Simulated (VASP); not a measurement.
# CeZn2Ni (P4/mmm) in VASP: notebook, part 2 of 2

VASP 6.6.1. Earlier steps stand in the parts before.

### Step 3. Relaxation of cell and atoms, PBEsol+U, collinear spin, ferromagnetic start

The input, INCAR:

```
PREC = Accurate
ENCUT = 600
EDIFF = 1E-7
ISMEAR = -1
SIGMA = 0.05
LREAL = F
LASPH = T
NELM = 150
ALGO = Normal
ISIF = 3
LWAVE = F
LCHARG = F
ISPIN = 2
MAGMOM = 1 0 0 1
LORBIT = 11
LMAXMIX = 6
LDAU = T
LDAUTYPE = 2
LDAUL = 3 -1 2
LDAUU = 5 0 5
LDAUJ = 0 0 0
LDAUPRINT = 1
GGA = PS
IBRION = 2
NSW = 60
EDIFFG = -0.02
```

The input, KPOINTS:

```
Automatic mesh
0
Gamma
  5 5 5
```

The input, POSCAR:

```
CeZn2Ni
1.0
    3.8643900000      0.0000000000      0.0000000000
    0.0000000000      3.8643900000      0.0000000000
    0.0000000000      0.0000000000      4.9192680000
Ce Zn Ni
1 2 1
Direct
    0.0000000000      0.0000000000      0.0000000000
    0.0000000000      0.5000000000      0.5000000000
    0.5000000000      0.0000000000      0.5000000000
    0.5000000000      0.5000000000      0.0000000000
```

Potentials or basis: VASP PAW PBE potentials, release 64 (Ce, Zn, Ni).

The run is started by

```console
> cat potpaw_PBE.64/Ce/POTCAR potpaw_PBE.64/Zn/POTCAR potpaw_PBE.64/Ni/POTCAR > POTCAR
> mpirun -np 1 vasp_std > vasp.out
```

OUTCAR:

```text
PREC = Accurate
   ENCUT = 600
   EDIFF = 1E-7
   ISMEAR = -1
   LREAL = F
   LASPH = T
   NELM = 150
   ISIF = 3
   ISPIN = 2
   LORBIT = 11
   GGA = PS
   IBRION = 2
   NSW = 60
   EDIFFG = -0.02

 ion  position               nearest neighbor table
   1  0.000  0.000  0.000-   4 2.73   4 2.73   4 2.73   4 2.73
   2  0.000  0.500  0.500-   3 2.73   3 2.73   3 2.73   3 2.73
   3  0.500  0.000  0.500-   2 2.73   2 2.73   2 2.73   2 2.73
   4  0.500  0.500  0.000-   1 2.73   1 2.73   1 2.73   1 2.73

  LATTYP: Found a simple tetragonal cell.
 ALAT       =     3.8643900000
 C/A-ratio  =     1.2729740011

  Lattice vectors:

 A1 = (   3.8643900000,   0.0000000000,   0.0000000000)
 A2 = (   0.0000000000,   3.8643900000,   0.0000000000)
 A3 = (   0.0000000000,   0.0000000000,   4.9192680000)

Analysis of symmetry for initial positions (statically):
=====================================================================
 Subroutine PRICEL returns:
 Original cell was already a primitive cell.

 Routine SETGRP: Setting up the symmetry group for a
 simple tetragonal supercell.

 Subroutine GETGRP returns: Found 16 space group operations
 (whereof 16 operations were pure point group operations)
 out of a pool of 16 trial point group operations.

The static configuration has the point symmetry D_4h.

Analysis of symmetry for dynamics (positions and initial velocities):
=====================================================================
 Subroutine PRICEL returns:
 Original cell was already a primitive cell.

 Routine SETGRP: Setting up the symmetry group for a
 simple tetragonal supercell.

 Subroutine GETGRP returns: Found 16 space group operations
 (whereof 16 operations were pure point group operations)
 out of a pool of 16 trial point group operations.

The dynamic configuration has the point symmetry D_4h.

Analysis of structural, dynamic, and magnetic symmetry:
=====================================================================
 Subroutine PRICEL returns:
 Original cell was already a primitive cell.

 Routine SETGRP: Setting up the symmetry group for a
 simple tetragonal supercell.

 Subroutine GETGRP returns: Found 16 space group operations
 (whereof 16 operations were pure point group operations)
 out of a pool of 16 trial point group operations.

The overall configuration has the point symmetry D_4h.

 Subroutine INISYM returns: Found 16 space group operations
 (whereof 16 operations are pure point group operations),
 and found     1 'primitive' translations
[... 370 lines left out ...]
  o =  0.0421  v =  0.0000  0.0000  0.0000  0.0000  0.0000  0.0000  0.0000  0.0000  1.0000  0.0000  0.0000 -0.0000 -0.0000 -0.0000      0.0000  0.0000  0.0000  0.0000  0.0000  0.0000  0.0000  0.0000  0.0000  0.0000  0.0000  0.0000  0.0000  0.0000
  o =  0.0422  v =  0.0000  1.0000  0.0000  0.0000  0.0000  0.0000 -0.0000  0.0000  0.0000  0.0000  0.0000  0.0000  0.0000  0.0000      0.0000  0.0000  0.0000  0.0000  0.0000  0.0000  0.0000  0.0000  0.0000  0.0000  0.0000  0.0000  0.0000  0.0000
  o =  0.0589  v =  0.0000  0.0000  0.0000  0.0000  0.0000  0.0000  0.0000 -0.0000  0.0000  0.0000 -1.0000  0.0000 -0.0000  0.0000      0.0000  0.0000  0.0000  0.0000  0.0000  0.0000  0.0000  0.0000  0.0000  0.0000  0.0000  0.0000  0.0000  0.0000
  o =  0.0590  v = -0.0000  0.0000  0.0000 -1.0000  0.0000  0.0000 -0.0000  0.0000  0.0000  0.0000  0.0000  0.0000  0.0000  0.0000      0.0000  0.0000  0.0000  0.0000  0.0000  0.0000  0.0000  0.0000  0.0000  0.0000  0.0000  0.0000  0.0000  0.0000
  o =  0.0617  v =  0.0000  0.0000  0.0000  0.0000  0.0000  0.0000  0.0000  0.0001 -0.0000 -0.0000 -0.0000 -0.2343  0.0000 -0.9722      0.0000  0.0000  0.0000  0.0000  0.0000  0.0000  0.0000  0.0000  0.0000  0.0000  0.0000  0.0000  0.0000  0.0000
  o =  0.0617  v =  0.0000  0.0000  0.0000  0.0000  0.0000  0.0000  0.0000  0.9722  0.0000 -0.2343 -0.0000  0.0000  0.0000  0.0001      0.0000  0.0000  0.0000  0.0000  0.0000  0.0000  0.0000  0.0000  0.0000  0.0000  0.0000  0.0000  0.0000  0.0000
  o =  0.0620  v = -0.9725  0.0000  0.2331  0.0000 -0.0000 -0.0000 -0.0001  0.0000  0.0000  0.0000  0.0000  0.0000  0.0000  0.0000      0.0000  0.0000  0.0000  0.0000  0.0000  0.0000  0.0000  0.0000  0.0000  0.0000  0.0000  0.0000  0.0000  0.0000
  o =  0.0620  v = -0.0001 -0.0000  0.0000 -0.0000  0.2331 -0.0000  0.9725  0.0000  0.0000  0.0000  0.0000  0.0000  0.0000  0.0000      0.0000  0.0000  0.0000  0.0000  0.0000  0.0000  0.0000  0.0000  0.0000  0.0000  0.0000  0.0000  0.0000  0.0000

atom =   4  type =  3  l = 2

 onsite density matrix

spin component  1

  0.8994 -0.0000 -0.0000 -0.0000 -0.0000
 -0.0000  0.8587 -0.0000  0.0000 -0.0000
 -0.0000 -0.0000  0.9005 -0.0000 -0.0000
 -0.0000  0.0000 -0.0000  0.8587 -0.0000
 -0.0000 -0.0000 -0.0000 -0.0000  0.8193

spin component  2

  0.8994 -0.0000  0.0000 -0.0000 -0.0000
 -0.0000  0.8588 -0.0000 -0.0000 -0.0000
  0.0000 -0.0000  0.9005 -0.0000 -0.0000
 -0.0000 -0.0000 -0.0000  0.8588 -0.0000
 -0.0000 -0.0000 -0.0000 -0.0000  0.8194

 occupancies and eigenvectors

  o =  0.8193  v =  0.0000 -0.0000 -0.0000  0.0000 -1.0000  0.0000  0.0000  0.0000  0.0000  0.0000      0.0000  0.0000  0.0000  0.0000  0.0000  0.0000  0.0000  0.0000  0.0000  0.0000
  o =  0.8194  v =  0.0000  0.0000  0.0000  0.0000  0.0000  0.0000  0.0000  0.0000  0.0000  1.0000      0.0000  0.0000  0.0000  0.0000  0.0000  0.0000  0.0000  0.0000  0.0000  0.0000
  o =  0.8587  v =  0.0000  0.9895 -0.0000 -0.1446 -0.0000  0.0000  0.0000  0.0000  0.0000  0.0000      0.0000  0.0000  0.0000  0.0000  0.0000  0.0000  0.0000  0.0000  0.0000  0.0000
  o =  0.8587  v =  0.0000 -0.1446  0.0000 -0.9895  0.0000  0.0000  0.0000  0.0000  0.0000  0.0000      0.0000  0.0000  0.0000  0.0000  0.0000  0.0000  0.0000  0.0000  0.0000  0.0000
  o =  0.8588  v =  0.0000  0.0000  0.0000  0.0000  0.0000  0.0000 -0.6723  0.0000  0.7403  0.0000      0.0000  0.0000  0.0000  0.0000  0.0000  0.0000  0.0000  0.0000  0.0000  0.0000
  o =  0.8588  v =  0.0000  0.0000  0.0000  0.0000  0.0000  0.0000  0.7403 -0.0000  0.6723 -0.0000      0.0000  0.0000  0.0000  0.0000  0.0000  0.0000  0.0000  0.0000  0.0000  0.0000
  o =  0.8994  v =  1.0000  0.0000  0.0000  0.0000  0.0000  0.0000  0.0000  0.0000  0.0000  0.0000      0.0000  0.0000  0.0000  0.0000  0.0000  0.0000  0.0000  0.0000  0.0000  0.0000
  o =  0.8994  v =  0.0000  0.0000  0.0000  0.0000  0.0000  1.0000  0.0000  0.0000  0.0000  0.0000      0.0000  0.0000  0.0000  0.0000  0.0000  0.0000  0.0000  0.0000  0.0000  0.0000
  o =  0.9005  v =  0.0000 -0.0000 -1.0000  0.0000  0.0000  0.0000  0.0000  0.0000  0.0000  0.0000      0.0000  0.0000  0.0000  0.0000  0.0000  0.0000  0.0000  0.0000  0.0000  0.0000
  o =  0.9005  v =  0.0000  0.0000  0.0000  0.0000  0.0000  0.0000 -0.0000 -1.0000  0.0000  0.0000      0.0000  0.0000  0.0000  0.0000  0.0000  0.0000  0.0000  0.0000  0.0000  0.0000

--------------------------------------- Ionic step        6  -------------------------------------------

 number of electron      45.9999995 magnetization       0.0006857

 Free energy of the ion-electron system (eV)
  ---------------------------------------------------
  ext. energy  EPLUGINS =         0.00000000
  ---------------------------------------------------
  free energy    TOTEN  =       -11.16127006 eV

  energy without entropy =      -11.13848570  energy(sigma->0) =      -11.14987788

 E-fermi :   5.9992     XC(G=0): -11.7672

 val. band max:        5.9272317411   @ k =   0.4000   0.2000   0.2000
 cond. band min:       6.0264149688   @ k =   0.2000   0.2000   0.0000
 fundamental gap:      0.0991832277
 Fermi energy:         5.9992175786

 spin component 1

 k-point     1 :       0.0000    0.0000    0.0000
  band No.  band energies     occupation
      1     -29.6295      1.00000
      2     -12.2710      1.00000
      3     -11.9364      1.00000
      4     -11.9364      1.00000
      5      -2.1313      1.00000
      6      -1.5465      1.00000
[... 547 lines left out ...]
     27       6.4773      0.00007
     28       6.4806      0.00007
 Fermi energy:         5.9992175786

 spin component 2

 k-point     1 :       0.0000    0.0000    0.0000
  band No.  band energies     occupation
      1     -29.6291      1.00000
      2     -12.2708      1.00000
      3     -11.9360      1.00000
      4     -11.9360      1.00000
      5      -2.1313      1.00000
      6      -1.5465      1.00000
[... 578 lines left out ...]
  FREE ENERGIE OF THE ION-ELECTRON SYSTEM (eV)
  ---------------------------------------------------
  free  energy   TOTEN  =       -11.1612700569 eV

  energy  without entropy=      -11.1384856983  energy(sigma->0) =      -11.14987788

 reached required accuracy - stopping structural energy minimisation

 total charge

# of ion       s       p       d       f       tot
--------------------------------------------------
    1        2.049   5.668   1.303   0.618   9.638
    2        0.684   0.390   9.719   0.000  10.793
    3        0.684   0.390   9.719   0.000  10.793
    4        0.541   0.280   8.642   0.000   9.464
--------------------------------------------------
tot          3.957   6.728  29.384   0.618  40.687

 magnetization (x)

# of ion       s       p       d       f       tot
--------------------------------------------------
    1        0.000  -0.000   0.000   0.001   0.001
    2       -0.000  -0.000   0.000   0.000  -0.000
    3       -0.000  -0.000   0.000   0.000  -0.000
    4       -0.000   0.000  -0.000   0.000  -0.000
--------------------------------------------------
tot         -0.000   0.000  -0.000   0.001   0.001
```

It took 5.2 min on 1 thread of Intel Xeon 6975P-C (Granite Rapids), shared host; peak memory 0.31 GiB.

Results:

```
Free energy                                           : -11.1613 eV
Relaxed volume                                        : 17.26 Å³/atom
Relaxed cell                                          : a = 3.795 Å, b = 3.795 Å, c = 4.794 Å, α = 90.00°, β = 90.00°, γ = 90.00°
Space group after relaxing (to 0.05 Å)                : P4/mmm (No. 123)
Energy gained by relaxing                             : 18.9 meV/atom
Ionic steps                                           : 6
Pressure after relaxing                               : -0.1 GPa
Band gap on the k mesh                                : none (metal or under the smearing width)
Net moment                                            : 0.00 μB per cell
Valence electrons inside the program's atomic spheres : Ce 9.64; Zn 10.79; Ni 9.46
```

Step by step:
```tsv
step	energy change (eV)	largest force (eV/Å)	pressure (GPa)	volume (Å³)
1	0.0000	0.0000	-5.08	73.46
2	-0.0644	0.0000	2.26	67.45
3	-0.0750	0.0000	0.01	68.99
4	-0.0750	0.0000	-0.11	69.08
5	-0.0756	0.0000	-0.09	69.07
6	-0.0758	0.0000	-0.09	69.05
```

Final structure:
```xyz
4
Lattice="3.7950 0.0000 0.0000 0.0000 3.7950 0.0000 0.0000 0.0000 4.7943" Properties=species:S:1:pos:R:3 pbc="T T T"
Ce    0.0000    0.0000    0.0000
Zn    0.0000    1.8975    2.3971
Zn    1.8975    0.0000    2.3971
Ni    1.8975    1.8975    0.0000
```

Eigenvalues of the final occupation matrices:
| site | spin | trace | eigenvalues |
| --- | --- | --- | --- |
| site 1 f | 1 | 0.31 | 0.02 0.03 0.03 0.04 0.06 0.06 0.06 |
| site 1 f | 2 | 0.31 | 0.02 0.03 0.03 0.04 0.06 0.06 0.06 |
| site 4 d | 1 | 4.34 | 0.82 0.86 0.86 0.90 0.90 |
| site 4 d | 2 | 4.34 | 0.82 0.86 0.86 0.90 0.90 |

Caveat: the magnetic or orbital state may not be the lowest; the PAW data sets were made with another functional, which shifts forces and pressure a little; spin-orbit coupling is left out, which moves the levels of the heavy elements.

### Step 4. Relaxation of cell and atoms, PBEsol+U, collinear spin, ferromagnetic start

Changes to INCAR since step 3:

```diff
@@ -19,3 +19,3 @@
 LDAUL = 3 -1 2
-LDAUU = 5 0 5
+LDAUU = 6 0 6
 LDAUJ = 0 0 0
```

KPOINTS is that of step 3.

POSCAR is that of step 3.

The run is started by

```console
> cat potpaw_PBE.64/Ce/POTCAR potpaw_PBE.64/Zn/POTCAR potpaw_PBE.64/Ni/POTCAR > POTCAR
> mpirun -np 1 vasp_std > vasp.out
```

Wall time 7.6 min (1 thread of Intel Xeon 6975P-C (Granite Rapids), shared host); peak memory 0.31 GiB.

It converged, with:

```
Free energy                                           : -10.3223 eV
Relaxed volume                                        : 17.19 Å³/atom
Relaxed cell                                          : a = 3.793 Å, b = 3.793 Å, c = 4.779 Å, α = 90.00°, β = 90.00°, γ = 90.00°
Space group after relaxing (to 0.05 Å)                : P4/mmm (No. 123)
Energy gained by relaxing                             : 21.0 meV/atom
Ionic steps                                           : 6
Pressure after relaxing                               : 0.0 GPa
Band gap on the k mesh                                : none (metal or under the smearing width)
Net moment                                            : 0.00 μB per cell
Valence electrons inside the program's atomic spheres : Ce 9.61; Zn 10.80; Ni 9.52
```

The path:
| step | energy change (eV) | largest force (eV/Å) | pressure (GPa) | volume (Å³) |
| --- | --- | --- | --- | --- |
| 1 | 0.0000 | 0.0000 | -4.83 | 73.46 |
| 2 | -0.0779 | 0.0000 | 1.55 | 67.73 |
| 3 | -0.0829 | 0.0000 | 0.15 | 68.69 |
| 4 | -0.0830 | 0.0000 | -0.02 | 68.81 |
| 5 | -0.0837 | 0.0000 | -0.01 | 68.79 |
| 6 | -0.0840 | 0.0000 | 0.01 | 68.76 |

Final structure:
```
Ce Zn Ni
1.0
     3.79317    0.00000    0.00000
     0.00000    3.79317    0.00000
     0.00000    0.00000    4.77889
Ce Zn Ni
1 2 1
Direct
  0.00000 0.00000 0.00000
  0.00000 0.50000 0.50000
  0.50000 0.00000 0.50000
  0.50000 0.50000 0.00000
```

Levels at points of the mesh, in eV from the Fermi level:
Spin up:
```csv
k point,band 21,band 22,band 23,band 24,band 25,band 26
"(0.00, 0.00, 0.00)",-0.92,-0.38,0.39,0.39,0.41,0.41
```
Spin down:
```
           k point  band 20  band 21  band 22  band 23  band 24  band 25  band 26  band 27
(0.00, 0.00, 0.00)    -2.44    -0.92    -0.38     0.39     0.39     0.41     0.41     0.44
```

Eigenvalues of the final occupation matrices:
```csv
site,spin,trace,eigenvalues
site 1 f,1,0.28,0.02 0.03 0.03 0.04 0.05 0.06 0.06
site 1 f,2,0.28,0.02 0.03 0.03 0.04 0.05 0.06 0.06
site 4 d,1,4.37,0.82 0.87 0.87 0.90 0.91
site 4 d,2,4.37,0.82 0.87 0.87 0.90 0.91
```

Caveat: the magnetic or orbital state may not be the lowest; the PAW data sets were made with another functional, which shifts forces and pressure a little; spin-orbit coupling is left out, which moves the levels of the heavy elements. The state reached can hang on the start; a lower one may exist.

### Step 5. Relaxation of cell and atoms, PBEsol+U, collinear spin, ferromagnetic start

Changes to INCAR since step 4:

```diff
@@ -19,3 +19,3 @@
 LDAUL = 3 -1 2
-LDAUU = 6 0 6
+LDAUU = 8 0 8
 LDAUJ = 0 0 0
```

KPOINTS is that of step 4.

POSCAR is that of step 4.

The run is started by

```console
> cat potpaw_PBE.64/Ce/POTCAR potpaw_PBE.64/Zn/POTCAR potpaw_PBE.64/Ni/POTCAR > POTCAR
> mpirun -np 1 vasp_std > vasp.out
```

Wall time 4.4 min (1 thread of Intel Xeon 6975P-C (Granite Rapids), shared host); peak memory 0.3 GiB.

Results (log left out):

```yaml
Free_energy: -8.8123 eV
Relaxed_volume: 17.08 Å³/atom
Relaxed_cell: a = 3.785 Å, b = 3.785 Å, c = 4.767 Å, α = 90.00°, β = 90.00°, γ = 90.00°
Space_group_after_relaxing_to_0.05_Å: P4/mmm (No. 123)
Energy_gained_by_relaxing: 25.8 meV/atom
Ionic_steps: 5
Pressure_after_relaxing: 0.0 GPa
Band_gap_on_the_k_mesh: none (metal or under the smearing width)
Net_moment: 0.00 μB per cell
Valence_electrons_inside_the_program's_atomic_spheres: Ce 9.56; Zn 10.80; Ni 9.64
```

Step by step:
```
step  energy change (eV)  largest force (eV/Å)  pressure (GPa)  volume (Å³)
   1              0.0000                0.0000           -5.97        73.46
   2             -0.0846                0.0000            3.01        66.43
   3             -0.1020                0.0000            0.02        68.35
   4             -0.1029                0.0000            0.02        68.33
   5             -0.1032                0.0000            0.02        68.31
```

Final structure:
```yaml
crystal:
  lattice:
    - [3.78546, 0.00000, 0.00000]
    - [0.00000, 3.78546, 0.00000]
    - [0.00000, 0.00000, 4.76726]
  atoms:
    - { symbol: Ce, position: [0.00000, 0.00000, 0.00000] }
    - { symbol: Zn, position: [0.00000, 0.50000, 0.50000] }
    - { symbol: Zn, position: [0.50000, 0.00000, 0.50000] }
    - { symbol: Ni, position: [0.50000, 0.50000, 0.00000] }
```

Levels at points of the mesh, in eV from the Fermi level:
Spin up:
```csv
k point,band 21,band 22,band 23,band 24,band 25,band 26
"(0.00, 0.00, 0.00)",-1.00,-0.31,0.50,0.50,0.52,0.52
```
Spin down:
```tsv
k point	band 20	band 21	band 22	band 23	band 24	band 25	band 26	band 27
(0.00, 0.00, 0.00)	-2.72	-1.00	-0.31	0.50	0.50	0.52	0.52	0.56
```

Eigenvalues of the final occupation matrices:
| site | spin | trace | eigenvalues |
| --- | --- | --- | --- |
| site 1 f | 1 | 0.21 | 0.01 0.02 0.02 0.03 0.04 0.04 0.04 |
| site 1 f | 2 | 0.21 | 0.01 0.02 0.02 0.03 0.04 0.04 0.04 |
| site 4 d | 1 | 4.44 | 0.84 0.89 0.89 0.91 0.92 |
| site 4 d | 2 | 4.44 | 0.84 0.89 0.89 0.91 0.92 |

Caveat: the magnetic or orbital state may not be the lowest; the PAW data sets were made with another functional, which shifts forces and pressure a little; spin-orbit coupling is left out, which moves the levels of the heavy elements.

### Step 6. Overview

| U | gap on the mesh (eV) | pressure (GPa) | moment (μB) | relaxed volume (Å³/atom) |
| --- | --- | --- | --- | --- |
| Ce f U = 4 eV, Ni d U = 4 eV | none | -0.1 | 0.00 | 17.31 |
| Ce f U = 5 eV, Ni d U = 5 eV | none | -0.1 | 0.00 | 17.26 |
| Ce f U = 6 eV, Ni d U = 6 eV | none | 0.0 | 0.00 | 17.19 |
| Ce f U = 8 eV, Ni d U = 8 eV | none | 0.0 | 0.00 | 17.08 |

Alike in all rows: task relaxation of cell and atoms; level PBEsol+U; potentials or basis VASP PAW PBE potentials, release 64 (Ce, Zn, Ni); spin collinear, ferromagnetic start; cell relaxed; k mesh 5 × 5 × 5; cutoff (eV) 600; smearing fermi-dirac 0.05 eV.

Caveats: the magnetic or orbital state may not be the lowest; the PAW data sets were made with another functional, which shifts forces and pressure a little; spin-orbit coupling is left out, which moves the levels of the heavy elements.

Total energies depend on the potentials used, so only differences within one code and one set of settings carry meaning.
